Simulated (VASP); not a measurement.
A run of VASP 6.6.1 is set up as follows.

The input POSCAR:

```
CsSi2
1.0
    6.3715700000      0.0000000000      0.0000000000
   -3.1857800000      5.5179400000      0.0000000000
    0.0000000000      0.0000000000      4.4786600000
Cs Si
1 2
Direct
    0.0000000000      0.0000000000      0.0000000000
    0.6666700000      0.3333300000      0.2503900000
    0.6666700000      0.3333300000      0.7496100000
```

INCAR.step1

```
PREC = Accurate
ENCUT = 520
EDIFF = 1E-5
ISMEAR = -1
SIGMA = 0.05
LREAL = False
LASPH = True
NELM = 100
ALGO = Normal
ISIF = 2
LWAVE = True
GGA = PE
```

File INCAR.step2:

```
PREC = Accurate
ENCUT = 520
EDIFF = 1E-7
ISMEAR = -1
SIGMA = 0.05
LREAL = False
LASPH = True
NELM = 100
ALGO = Normal
ISIF = 2
LWAVE = False
LCHARG = False
GGA = PE
LHFCALC = True
HFSCREEN = 0.2
AEXX = 0.15
PRECFOCK = Fast
ISTART = 1
```

KPOINTS

```
Automatic mesh
0
Gamma
  3 3 3
```

Potentials or basis: VASP PAW PBE potentials, release 64 (Cs_sv, Si).

The run is started by

```sh
$ cat potpaw_PBE.64/Cs_sv/POTCAR potpaw_PBE.64/Si/POTCAR > POTCAR
$ cp INCAR.step1 INCAR
$ mpirun -np 1 vasp_std > vasp.out
$ cp INCAR.step2 INCAR
$ mpirun -np 1 vasp_std > vasp.out
```

Task: What does it give for the band gap on the k mesh?

Result: None (metal or under the smearing width).

Task: Predict the pressure.

Result: 0.2 GPa.

Task: What does it give for the largest force?

Result: 0.024 eV/Å.

Forces in eV/Å, atoms in the order of the input:
```
Cs   0.000  0.000  0.000
Si   0.000  0.000 -0.024
Si   0.000  0.000  0.024
```

Caveat: the k mesh is coarse (spacing up to 0.47 Å⁻¹), so the values aren't converged, least of all with exact exchange; the PAW data sets were made with another functional, which shifts forces and pressure a little. The run has no spin-orbit coupling, so splittings on Cs are missing.
